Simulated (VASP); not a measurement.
Given:

```
MgTe
1.0
    2.30463    -3.99174     0.00000
    2.30463     3.99174     0.00000
    0.00000     0.00000     7.49449
Mg Te
2 2
Direct
  0.66667   0.33333   0.49975
  0.33333   0.66667   0.99975
  0.66667   0.33333   0.87625
  0.33333   0.66667   0.37625
```

Calculation: PBE GGA, VASP's PBE PAW potentials (set 64) (plane waves; VASP 6.6.1). Settings: 520 eV cut-off, Gaussian smearing of 0.050 eV, potentials Mg Te.

Unless said otherwise, spin-orbit coupling is left out, though it shifts the bands of the heavy elements here.

Task: What does the run give for the band gap (along the path) with the smallest direct gap where there is one?

Result: 
```json
{
  "band gap (along the path)": "2.36 eV",
  "smallest direct gap (along the path)": "2.36 eV"
}
```

Only differences to runs with the same potentials and settings are physical.

The compound is MgTe in the wurtzite structure. It was relaxed first.
